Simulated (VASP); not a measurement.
The system is Ti.

```xyz
2
Lattice="2.9500 0.0000 0.0000 -1.4750 2.5548 0.0000 0.0000 0.0000 4.6800" Properties=species:S:1:pos:R:3 pbc="T T T"
Ti    0.0000    1.7032    1.1700
Ti    1.4750    0.8516    3.5100
```

```yaml
Program: VASP 6.6.1
Task: relaxation of cell and atoms
Functional: LDA
Potentials_or_basis: VASP PAW LDA potentials, release 64 (Ti_sv)
Cutoff: 350 eV
k_mesh: 9 × 9 × 6
Occupations: gaussian, width 0.1 eV
Spin: no spin polarisation
```

At the start: pressure -10.6 GPa; volume 17.64 Å³/atom.

**Question.** Where does the relaxation end?

**Answer.** Over 10 steps the energy falls by 60.3 meV/atom and the volume is 15.96 Å³/atom (-9.5 %); space group P6_3/mmc (No. 194, to 0.05 Å).

Step by step:
| step | energy change (eV) | largest force (eV/Å) | pressure (GPa) | volume (Å³) |
| --- | --- | --- | --- | --- |
| 1 | 0.0000 | 0.0000 | -10.62 | 35.27 |
| 2 | -0.0472 | 0.0000 | 10.88 | 29.64 |
| 3 | -0.1203 | 0.0000 | -0.10 | 31.94 |
| 4 | -0.1203 | 0.0000 | 0.15 | 31.88 |
| 5 | -0.1205 | 0.0000 | -0.11 | 31.94 |
| 6 | -0.1205 | 0.0000 | -0.16 | 31.96 |
| 7 | -0.1205 | 0.0000 | 0.05 | 31.91 |
| 8 | -0.1205 | 0.0000 | 0.02 | 31.92 |
| 9 | -0.1205 | 0.0000 | 0.01 | 31.92 |
| 10 | -0.1205 | 0.0000 | 0.01 | 31.92 |

Final structure:
```cif
data_structure
_symmetry_space_group_name_H-M 'P 1'
_symmetry_Int_Tables_number 1
_cell_length_a 2.8608
_cell_length_b 2.8608
_cell_length_c 4.5037
_cell_angle_alpha 90.000
_cell_angle_beta 90.000
_cell_angle_gamma 120.000
_cell_volume 31.92
loop_
_atom_site_label
_atom_site_type_symbol
_atom_site_fract_x
_atom_site_fract_y
_atom_site_fract_z
_atom_site_occupancy
Ti1 Ti 0.33333 0.66667 0.25000 1
Ti2 Ti 0.66667 0.33333 0.75000 1
```
